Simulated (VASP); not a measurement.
**NaVP: structure and properties in VASP**

What structure does NaVP take at this level, and what are its properties? The steps: rough relaxation of the start cell, relaxing cell and atoms (SCAN), density, ELF and potential (SCAN), bands along the symmetry lines (SCAN), density of states (SCAN) and band structure (HSE06). The cell is generated by rule, not measured, and may not be a known phase. Left out of this account: 4 further runs (self-consistent run: a volume scan without its fit; self-consistent run: a spoilt try).

Method: SCAN, spin-polarised from a ferromagnetic start (one magnetic atom a cell); plane waves and PAW (Na_pv, V_sv, P), in the first sound run; inputs show where later runs differ, in VASP 6.6.1.

**1. Set-up**

Before any relaxation, the start is as follows. Symmetry: P4/mmm, No. 123, tetragonal system. Conventional cell: a = 3.071 Å, b = 3.071 Å, c = 6.757 Å, α = 90.00°, β = 90.00°, γ = 90.00°. Nearest to Na lie 4 Na at 3.07 Å and 2 V at 3.38 Å. Nearest to V lie 4 P at 2.17 Å and 4 V at 3.07 Å and 2 Na at 3.38 Å. Nearest to P lie 4 V at 2.17 Å. Farther neighbours are not listed.

**2. Rough relaxation of the start cell**

The start is only an estimate, so a cheap relaxation brings it near a minimum before any careful run. SCAN adds the kinetic-energy density; it is numerically more delicate than r2SCAN.

INCAR

```
SYSTEM = NaVP
PREC = Normal
ENCUT = 400
EDIFF = 1E-05
NELM = 60
ISMEAR = -1
SIGMA = 0.05
LREAL = .FALSE.
ALGO = Normal
METAGGA = SCAN
LASPH = .TRUE.
NBANDS = 20
ISPIN = 2
MAGMOM = 0 2 0
LMAXMIX = 4
LORBIT = 11
LWAVE = .FALSE.
LCHARG = .FALSE.
IBRION = 2
NSW = 40
ISIF = 3
EDIFFG = -0.04
```

POSCAR

```
NaVP
1.0
    3.0712563300      0.0000000000      0.0000000000
    0.0000000000      3.0712563300      0.0000000000
    0.0000000000      0.0000000000      6.7568593500
Na V P
1 1 1
Direct
    0.5000000000      0.5000000000      0.0000000000
    0.5000000000      0.5000000000      0.5000000000
    0.0000000000      0.0000000000      0.5000000000
```

KPOINTS

```
Automatic mesh
0
Gamma
5 5 3
0 0 0
```

PAW data sets: Na_pv, V_sv and P (PBE family, release 64).

On the command line:

```console
$ mpirun -np 1 vasp_std
```

Log:

```text
[banner, memory and clock lines left out]
running    1 mpi-ranks, on    1 nodes
 distrk:  each k-point on    1 cores,    1 groups
 distr:  one band on    1 cores,    1 groups

 POSCAR found type information on POSCAR NaV P
 POSCAR found :  3 types and       3 ions
|                                                                             |
|               ----> ADVICE to this user running VASP <----                  |
|                                                                             |
|     You enforced a specific xc type in the INCAR file but a different       |
|     [... a line on the potential file left out ...]
|     I HOPE YOU KNOW WHAT YOU ARE DOING!                                     |
|                                                                             |

 LDA part: xc-table for (None), standard interpolation
 POSCAR, INCAR and KPOINTS ok, starting setup
 FFT: planning ... GRIDC
 FFT: planning ... GRID_SOFT
 FFT: planning ... GRID
 WAVECAR not read
 entering main loop
       N       E                     dE             d eps       ncg     rms          rms(c)
DAV:   1     0.218497724461E+03    0.21850E+03   -0.13205E+04  1088   0.111E+03
DAV:   2    -0.254480935982E+02   -0.24395E+03   -0.23800E+03  1000   0.376E+02
DAV:   3    -0.375266951281E+02   -0.12079E+02   -0.11808E+02  1164   0.919E+01
DAV:   4    -0.377624678675E+02   -0.23577E+00   -0.23429E+00  1100   0.132E+01
DAV:   5    -0.377684371826E+02   -0.59693E-02   -0.59670E-02  1168   0.209E+00    0.309E+01
DAV:   6    -0.322397714576E+02    0.55287E+01   -0.24627E+01  1040   0.392E+01    0.108E+01
DAV:   7    -0.319549924336E+02    0.28478E+00   -0.21176E+01  1100   0.267E+01    0.121E+01
DAV:   8    -0.313885244699E+02    0.56647E+00   -0.26621E+00  1028   0.113E+01    0.363E+00
DAV:   9    -0.314340093114E+02   -0.45485E-01   -0.16477E-01  1024   0.298E+00    0.168E+00
DAV:  10    -0.314583421287E+02   -0.24333E-01   -0.87923E-02  1016   0.161E+00    0.695E-01
DAV:  11    -0.314588678133E+02   -0.52568E-03   -0.33077E-02   988   0.132E+00    0.262E-01
DAV:  12    -0.314603958639E+02   -0.15281E-02   -0.10404E-02   968   0.638E-01    0.170E-01
DAV:  13    -0.314618050703E+02   -0.14092E-02   -0.91120E-03   960   0.452E-01    0.924E-02
DAV:  14    -0.314604016072E+02    0.14035E-02   -0.11719E-02   968   0.407E-01    0.745E-02
DAV:  15    -0.314612685010E+02   -0.86689E-03   -0.54185E-03   960   0.361E-01    0.272E-02
DAV:  16    -0.314611456510E+02    0.12285E-03   -0.27218E-03   960   0.284E-01    0.187E-02
DAV:  17    -0.314612564960E+02   -0.11084E-03   -0.23059E-03   960   0.264E-01    0.126E-02
DAV:  18    -0.314613003040E+02   -0.43808E-04   -0.25339E-03   960   0.277E-01    0.653E-03
DAV:  19    -0.314613199192E+02   -0.19615E-04   -0.21850E-03   960   0.250E-01    0.392E-03
DAV:  20    -0.314612950431E+02    0.24876E-04   -0.23172E-03   960   0.266E-01    0.540E-03
DAV:  21    -0.314613129267E+02   -0.17884E-04   -0.21288E-03   960   0.246E-01    0.276E-03
DAV:  22    -0.314612993852E+02    0.13542E-04   -0.22601E-03   960   0.263E-01    0.486E-03
DAV:  23    -0.314613248113E+02   -0.25426E-04   -0.21381E-03   960   0.246E-01    0.286E-03
DAV:  24    -0.314613000095E+02    0.24802E-04   -0.22828E-03   960   0.265E-01    0.458E-03
DAV:  25    -0.314613228243E+02   -0.22815E-04   -0.21507E-03   960   0.246E-01    0.299E-03
DAV:  26    -0.314613000365E+02    0.22788E-04   -0.22987E-03   960   0.266E-01    0.456E-03
DAV:  27    -0.314613232087E+02   -0.23172E-04   -0.21517E-03   960   0.245E-01    0.297E-03
DAV:  28    -0.314612999569E+02    0.23252E-04   -0.22965E-03   960   0.266E-01    0.454E-03
DAV:  29    -0.314613234409E+02   -0.23484E-04   -0.21519E-03   960   0.245E-01    0.298E-03
DAV:  30    -0.314612998280E+02    0.23613E-04   -0.22969E-03   960   0.266E-01    0.452E-03
[...]
DAV:  49    -0.314613258056E+02   -0.25934E-04   -0.21781E-03   960   0.247E-01    0.311E-03
DAV:  50    -0.314612998800E+02    0.25926E-04   -0.23263E-03   960   0.267E-01    0.441E-03
DAV:  51    -0.314613259341E+02   -0.26054E-04   -0.21799E-03   960   0.247E-01    0.312E-03
DAV:  52    -0.314612998861E+02    0.26048E-04   -0.23281E-03   960   0.267E-01    0.440E-03
DAV:  53    -0.314613260793E+02   -0.26193E-04   -0.21815E-03   960   0.247E-01    0.313E-03
DAV:  54    -0.314612998898E+02    0.26189E-04   -0.23300E-03   960   0.267E-01    0.439E-03
DAV:  55    -0.314613262151E+02   -0.26325E-04   -0.21832E-03   960   0.247E-01    0.314E-03
DAV:  56    -0.314612998702E+02    0.26345E-04   -0.23317E-03   960   0.267E-01    0.439E-03
DAV:  57    -0.314613263590E+02   -0.26489E-04   -0.21844E-03   960   0.247E-01    0.314E-03
DAV:  58    -0.314612998629E+02    0.26496E-04   -0.23331E-03   960   0.267E-01    0.438E-03
DAV:  59    -0.314613264690E+02   -0.26606E-04   -0.21857E-03   960   0.247E-01    0.315E-03
DAV:  60    -0.314612998684E+02    0.26601E-04   -0.23346E-03   960   0.268E-01
|                                                                             |
|           W    W    AA    RRRRR   N    N  II  N    N   GGGG   !!!           |
|           W    W   A  A   R    R  NN   N  II  NN   N  G    G  !!!           |
|           W    W  A    A  R    R  N N  N  II  N N  N  G       !!!           |
|           W WW W  AAAAAA  RRRRR   N  N N  II  N  N N  G  GGG   !            |
|           WW  WW  A    A  R   R   N   NN  II  N   NN  G    G                |
|           W    W  A    A  R    R  N    N  II  N    N   GGGG   !!!           |
|                                                                             |
|     The electronic self-consistency was not achieved in the given           |
|     number of steps (NELM). The forces and other quantities evaluated       |
|     might not be reliable so examine the results carefully. If you find     |
|     spurious results, we suggest increasing NELM, if you were close to      |
|     convergence or switching to a different ALGO or adjusting the           |
|     density mixing parameters otherwise.                                    |
|                                                                             |

   1 F= -.31461300E+02 E0= -.31455338E+02  d E =-.314613E+02  mag=     1.8539
 curvature:   0.00 expect dE= 0.000E+00 dE for cont linesearch  0.000E+00
 trial: gam= 0.00000 g(F)=  0.000E+00 g(S)=  0.238E+01 ort = 0.000E+00 (trialstep = 0.100E+01)
 search vector abs. value=  0.238E+01
 bond charge predicted
       N       E                     dE             d eps       ncg     rms          rms(c)
DAV:   1    -0.589629496493E+02   -0.27502E+02   -0.57279E+02   968   0.315E+02    0.539E+01
DAV:   2    -0.836699504267E+02   -0.24707E+02   -0.13271E+03  1204   0.197E+02    0.344E+01
DAV:   3    -0.425442470936E+02    0.41126E+02   -0.37335E+01  1172   0.561E+01    0.203E+01
DAV:   4    -0.332593112523E+02    0.92849E+01   -0.10312E+02  1108   0.472E+01    0.211E+01
DAV:   5    -0.339713410240E+02   -0.71203E+00   -0.56782E+00  1072   0.145E+01    0.169E+01
DAV:   6    -0.333613921863E+02    0.60995E+00   -0.53477E+01  1172   0.373E+01    0.118E+01
DAV:   7    -0.321064425800E+02    0.12549E+01   -0.40450E+00  1040   0.115E+01    0.318E+00
DAV:   8    -0.324662849000E+02   -0.35984E+00   -0.76780E-01  1056   0.537E+00    0.581E+00
DAV:   9    -0.324574375308E+02    0.88474E-02   -0.25048E-01  1000   0.276E+00    0.497E+00
DAV:  10    -0.321787667659E+02    0.27867E+00   -0.60546E-01  1108   0.503E+00    0.182E+00
DAV:  11    -0.321457379539E+02    0.33029E-01   -0.17568E-01  1072   0.261E+00    0.725E-01
DAV:  12    -0.321457600141E+02   -0.22060E-04   -0.29455E-02   992   0.112E+00    0.329E-01
DAV:  13    -0.321477514087E+02   -0.19914E-02   -0.29857E-03   972   0.385E-01    0.313E-01
DAV:  14    -0.321479935118E+02   -0.24210E-03   -0.21348E-03   968   0.321E-01    0.205E-01
DAV:  15    -0.321476023754E+02    0.39114E-03   -0.13641E-03   968   0.219E-01    0.101E-01
DAV:  16    -0.321476135034E+02   -0.11128E-04   -0.38124E-04   972   0.108E-01    0.825E-02
DAV:  17    -0.321475515987E+02    0.61905E-04   -0.47667E-04  1028   0.117E-01    0.255E-02
DAV:  18    -0.321475596361E+02   -0.80375E-05   -0.32945E-04   968   0.768E-02    0.191E-02
DAV:  19    -0.321475425105E+02    0.17126E-04   -0.34244E-04   900   0.721E-02    0.117E-02
DAV:  20    -0.321475297378E+02    0.12773E-04   -0.25693E-04   852   0.555E-02    0.420E-03
DAV:  21    -0.321475262296E+02    0.35082E-05   -0.19582E-04   756   0.420E-02    0.815E-03
DAV:  22    -0.321475235426E+02    0.26870E-05   -0.13728E-04   728   0.379E-02    0.252E-03
DAV:  23    -0.321475205511E+02    0.29915E-05   -0.96615E-05   724   0.311E-02
   2 F= -.32147521E+02 E0= -.32144225E+02  d E =-.686221E+00  mag=     2.3418
[...]
3 F= -.32257885E+02 E0= -.32251425E+02  d E =-.796585E+00  mag=     2.2140
[...]
4 F= -.32259223E+02 E0= -.32252541E+02  d E =-.797923E+00  mag=     2.1751
[...]
5 F= -.32259207E+02 E0= -.32252542E+02  d E =-.797907E+00  mag=     2.1640
[...]
6 F= -.32306954E+02 E0= -.32302284E+02  d E =-.477470E-01  mag=     2.2776
[...]
7 F= -.32380981E+02 E0= -.32377045E+02  d E =-.121774E+00  mag=     2.3714
 curvature:  -2.48 expect dE=-0.127E-02 dE for cont linesearch -0.688E-03
 ZBRENT: interpolating
 opt :   3.5127  next Energy=   -32.381411 (dE=-0.122E+00)
 bond charge predicted
       N       E                     dE             d eps       ncg     rms          rms(c)
DAV:   1    -0.324169849156E+02   -0.36012E-01   -0.69663E-01  1040   0.968E+00    0.165E+00
DAV:   2    -0.323944577159E+02    0.22527E-01   -0.38777E-01  1088   0.496E+00    0.159E+00
DAV:   3    -0.323835298886E+02    0.10928E-01   -0.71490E-02  1000   0.208E+00    0.318E-01
DAV:   4    -0.323816792453E+02    0.18506E-02   -0.13514E-02  1060   0.846E-01    0.199E-01
DAV:   5    -0.323815274797E+02    0.15177E-03   -0.23436E-03   980   0.416E-01    0.949E-02
DAV:   6    -0.323814002340E+02    0.12725E-03   -0.56272E-04  1004   0.168E-01    0.549E-02
DAV:   7    -0.323814341531E+02   -0.33919E-04   -0.33168E-04   960   0.143E-01    0.164E-02
DAV:   8    -0.323814258190E+02    0.83341E-05   -0.74853E-05   896   0.609E-02
   8 F= -.32381426E+02 E0= -.32378059E+02  d E =-.122219E+00  mag=     2.3538
 curvature:  -1.55 expect dE=-0.459E-03 dE for cont linesearch -0.567E-04
 trial: gam=-0.01009 g(F)=  0.424E-65 g(S)=  0.296E-03 ort = 0.142E-02 (trialstep = 0.145E+01)
 search vector abs. value=  0.273E-03
 reached required accuracy - stopping structural energy minimisation
```

The job ended after 8.2 min (1 MPI rank of Intel Xeon Platinum 8488C (Sapphire Rapids), shared host; peak memory 0.14 GiB).

Lines that name or quote the potential files are left out of all logs, and their timing lines are given in words.

OUTCAR, selected parts (step 2):

```text
ion  position               nearest neighbor table
   1  0.500  0.500  0.000-
   2  0.500  0.500  0.500-   3 2.17   3 2.17   3 2.17   3 2.17
   3  0.000  0.000  0.500-   2 2.17   2 2.17   2 2.17   2 2.17

  LATTYP: Found a simple tetragonal cell.
 ALAT       =     3.0712563300
 C/A-ratio  =     2.2000310700

 Subroutine GETGRP returns: Found 16 space group operations
 (whereof 16 operations were pure point group operations)

The static configuration has the point symmetry D_4h.

 Found     12 irreducible k-points:

   k-points           NKPTS =     12   k-points in BZ     NKDIM =     12   number of bands    NBANDS=     20

   dimension x,y,z NGX =    16 NGY =   16 NGZ =   36
   dimension x,y,z NGXF=    32 NGYF=   32 NGZF=   72

   ENCUT  =  400.0 eV  29.40 Ry    5.42 a.u.   5.01  5.01 11.02*2*pi/ulx,y,z

   NELECT =      25.0000    total number of electrons

 k-points in reciprocal lattice and weights: Automatic mesh
   0.00000000  0.00000000  0.00000000       0.013
   0.20000000  0.00000000  0.00000000       0.053
   0.40000000  0.00000000  0.00000000       0.053
   0.20000000  0.20000000  0.00000000       0.053
   0.40000000  0.20000000  0.00000000       0.107
   0.40000000  0.40000000  0.00000000       0.053
   0.00000000  0.00000000  0.33333333       0.027
   0.20000000  0.00000000  0.33333333       0.107
   0.40000000  0.00000000  0.33333333       0.107
   0.20000000  0.20000000  0.33333333       0.107
   0.40000000  0.20000000  0.33333333       0.213
   0.40000000  0.40000000  0.33333333       0.107

 average (electrostatic) potential at core
       1 -51.7114       2 -80.9659       3 -87.3020

 E-fermi :   4.4064

 spin component 1
 k-point     1 :       0.0000    0.0000    0.0000
  band No.  band energies     occupation
    ...
     12       3.2281      1.00000
     13       3.5975      1.00000
     14       3.5976      1.00000
     15       4.0292      0.99947
     16       4.0293      0.99947
     17       5.3959      0.00000
     18      10.3063      0.00000
     19      10.4445      0.00000
     20      12.9122      0.00000

 k-point     2 :       0.2000    0.0000    0.0000
  band No.  band energies     occupation
    ...
     11       1.6594      1.00000
     12       1.8199      1.00000
     13       3.6715      1.00000
     14       3.8506      0.99999
     15       3.9419      0.99991
     16       5.6102      0.00000
     17       6.3172      0.00000
     18       9.4578      0.00000
     19      11.1425      0.00000
     20      11.6802      0.00000

 k-point     3 :       0.4000    0.0000    0.0000
  band No.  band energies     occupation
    ...
      9      -1.7043      1.00000
     10       0.5328      1.00000
     11       0.6562      1.00000
     12       2.6271      1.00000
     13       3.7955      1.00000
     14       4.7636      0.00079
     15       4.8511      0.00014
     16       5.9112      0.00000
     17       7.0483      0.00000
     18       8.7425      0.00000
    ...

 k-point     4 :       0.2000    0.2000    0.0000
  band No.  band energies     occupation
    ...
      9       0.1813      1.00000
     10       0.6507      1.00000
     11       0.8532      1.00000
     12       2.1914      1.00000
     13       3.1895      1.00000
     14       4.5367      0.06865
     15       5.1541      0.00000
     16       5.2699      0.00000
     17       5.9046      0.00000
     18       8.8872      0.00000
    ...

 k-point     5 :       0.4000    0.2000    0.0000
  band No.  band energies     occupation
    ...
      9      -1.2758      1.00000
     10       0.4346      1.00000
     11       0.9202      1.00000
     12       2.8668      1.00000
     13       3.1048      1.00000
     14       4.9723      0.00001
     15       5.3893      0.00000
     16       6.3279      0.00000
     17       7.1116      0.00000
     18       7.1844      0.00000
    ...

 k-point     6 :       0.4000    0.4000    0.0000
  band No.  band energies     occupation
    ...
      9      -0.4062      1.00000
     10       0.1658      1.00000
     11       1.8376      1.00000
     12       2.5485      1.00000
     13       3.2701      1.00000
     14       4.6428      0.00876
     15       5.1849      0.00000
     16       5.9518      0.00000
     17       7.1935      0.00000
     18       7.7703      0.00000
    ...

  Total        0.0902275      0.0902275     -0.0462045      0.0000000     -0.0000000      0.0000000
  in kB        2.1611528      2.1611528     -1.1067021      0.0000000     -0.0000000      0.0000000
  external PRESSURE =       1.0718678 kB  Pullay stress =       0.0000000 kB

  energy-cutoff  :      400.00
  volume of cell :       66.89
      direct lattice vectors                 reciprocal lattice vectors
     3.354548791  0.000000000  0.000000000     0.298102685  0.000000000 -0.000000000
     0.000000000  3.354548791  0.000000000     0.000000000  0.298102685  0.000000000
     0.000000000 -0.000000000  5.944231696     0.000000000  0.000000000  0.168230320

 POSITION                                       TOTAL-FORCE (eV/Angst)
 -----------------------------------------------------------------------------------
      1.67727      1.67727      0.00000        -0.000000      0.000000      0.000000
      1.67727      1.67727      2.97212         0.000000     -0.000000      0.000000
      0.00000     -0.00000      2.97212        -0.000000      0.000000      0.000000
 -----------------------------------------------------------------------------------
    total drift:                                0.000000      0.000000      0.000000

  FREE ENERGIE OF THE ION-ELECTRON SYSTEM (eV)
  ---------------------------------------------------
  free  energy   TOTEN  =       -32.3814258190 eV

  energy  without entropy=      -32.3746924228  energy(sigma->0) =      -32.37805912

 reached required accuracy - stopping structural energy minimisation

 total charge
# of ion       s       p       d       tot
------------------------------------------
    1        0.086   5.970   0.000   6.057
    2        2.226   6.174   3.133  11.533
    3        1.037   1.529   0.000   2.566
--------------------------------------------------
tot          3.350  13.673   3.133  20.156

 magnetization (x)
# of ion       s       p       d       tot
------------------------------------------
    1        0.014   0.010   0.000   0.023
    2        0.050   0.024   2.028   2.102
    3       -0.016  -0.167   0.000  -0.183
--------------------------------------------------
tot          0.047  -0.133   2.028   1.942

[... 6 further parts left out ...]
```

The cell holds one magnetic atom, so no antiferromagnetic order fits into it. The k-mesh is coarse for a metal. This relaxation is a rough one on cheap settings, only to bring the start near its minimum. The PAW data sets were made with PBE, which is usual practice but a small mismatch for other functionals. The run keeps the 16 symmetry operations of its start, so it cannot find a distortion of lower symmetry.

Step by step:

```tsv
step	energy less that of the first step (eV)	largest force (eV/Å)	pressure (GPa)	volume (Å³)
1	0.0000	0.0000	12.88	63.73
2	-0.6862	0.0000	-5.49	80.19
3	-0.7966	0.0000	-2.11	75.24
4	-0.7979	0.0000	-1.64	74.78
5	-0.7979	0.0000	-1.55	74.55
6	-0.8457	0.0000	-1.06	72.52
7	-0.9197	0.0000	0.24	66.41
8	-0.9201	0.0000	0.11	66.89
```

```tsv
cell as run	before	after	change
a (Å)	3.071	3.355	+9.2 %
b (Å)	3.071	3.355	+9.2 %
c (Å)	6.757	5.944	-12.0 %
volume (Å³/atom)	21.24	22.30	+5.0 %
```

Final coordinates:

```
Na V P
1.0
     3.35455    0.00000    0.00000
     0.00000    3.35455    0.00000
     0.00000    0.00000    5.94423
Na V P
1 1 1
Direct
  0.50000 0.50000 0.00000
  0.50000 0.50000 0.50000
  0.00000 0.00000 0.50000
```

This step gave:

```yaml
electrons: 25
bands: 20
irreducible_k_points: 12
symmetry_operations: 16
free_energy_toten: -32.38 eV
energy_at_zero_smearing: -32.38 eV
fermi_energy: 4.406 eV
pressure: 0.1072 GPa
moment_of_the_cell_from_the_last_line_of_the_log: 2.354 μB
metallic: yes
scf_cycles_over_all_ionic_steps: 172
```

Spin moment in the PAW sphere by atom:

```tsv
atom	spin moment in the PAW sphere (μB)
Na1	0.02
V2	2.10
P3	-0.18
```

It ends with forces that vanish by symmetry and a pressure of 0.11 GPa.

(Part 1 of 5 ends here.)

[Lines on the potential files, build, host, timing and source positions are cut from VASP's logs without a mark.]

[Logs are printed without paths, hosts, clocks, repeated set-up lines and the standing remarks that a program may print on its own settings, such as how far it seeks lower states.]

[Hosts, paths, dates, database ids (printed as entryN), source tags and the programs' standing remarks are cut or masked in the printed files.]

[A measured line is paired with the nearest computed mode of its activity, which favours agreement.]
